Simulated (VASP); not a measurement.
Input:

```
SnO2
1.0
    4.72884     0.00000     0.00000
    0.00000     4.72884     0.00000
    0.00000     0.00000     3.19616
Sn O
2 4
Direct
  0.00000   0.00000   0.00000
  0.50000   0.50000   0.50000
  0.30598   0.30598   0.00000
  0.80598   0.19402   0.50000
  0.19402   0.80598   0.50000
  0.69402   0.69402   0.00000
```

Level of theory: LDA (Ceperley-Alder, Perdew-Zunger) with spin-orbit coupling, VASP's LDA PAW potentials (set 64) (plane waves; VASP 6.6.1). Run with 520 eV cut-off, 4×4×6 Γ-centred mesh, Gaussian smearing of 0.050 eV, potentials Sn_d O.

Problem. Give the energies of bands 41 to 54 at the high-symmetry points, in eV from the valence-band maximum.

Solution. 
```
band      Γ      X      M      Z      R      A
----  -----  -----  -----  -----  -----  -----
41    -1.94  -2.03  -2.06  -2.71  -1.79  -2.42
42    -1.94  -2.03  -2.06  -2.71  -1.79  -2.42
43    -1.29  -2.03  -2.06  -2.71  -1.78  -2.42
44    -1.29  -2.03  -2.06  -2.71  -1.78  -2.42
45    -1.27  -1.24  -1.37  -1.72  -1.14  -0.98
46    -1.27  -1.24  -1.37  -1.72  -1.14  -0.98
47    -0.82  -1.24  -1.37  -1.72  -1.13  -0.98
48    -0.82  -1.24  -1.37  -1.72  -1.13  -0.98
49    -0.79  -0.65  -0.91  -1.28  -0.73  -0.84
50    -0.79  -0.65  -0.91  -1.28  -0.73  -0.84
51     0.00  -0.65  -0.91  -1.28  -0.72  -0.84
52     0.00  -0.65  -0.91  -1.28  -0.72  -0.84
53     1.14   4.30   4.70   6.02   6.29   4.67
54     1.14   4.30   4.70   6.02   6.29   4.67
```

The gap is direct, 1.14 eV, from the valence maximum at Γ to the conduction minimum at Γ.

The compound is SnO2 in the rutile structure. It was relaxed first.
